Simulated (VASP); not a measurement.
Energy against volume of Al3Sc (L1_2). Method: LDA (Ceperley-Alder, Perdew-Zunger), VASP's LDA PAW potentials (set 64) (plane waves; VASP). Settings: 520 eV cut-off, 8×8×8 Γ-centred mesh, first-order Methfessel-Paxton smearing of 0.10 eV, potentials Sc_sv Al.

```tsv
V (Å³/atom)	E (eV/atom)
15.903	-5.31706
16.395	-5.32216
16.887	-5.31823
17.379	-5.30665
```

Question: Fit these four points and predict the energy of the run at 15.411 Å³/atom.

Answer: A cubic in V^(−2/3), the third-order Birch-Murnaghan form, passes through the four points with V0 = 16.41 Å³/atom and B0 = 97 GPa, and gives -5.3013 eV/atom there. The run gave -5.3014 eV/atom, -0.1 meV/atom from the fit; all five points give B0 = 97 GPa.

The compound is Al3Sc in the L1_2 structure. It was relaxed first.
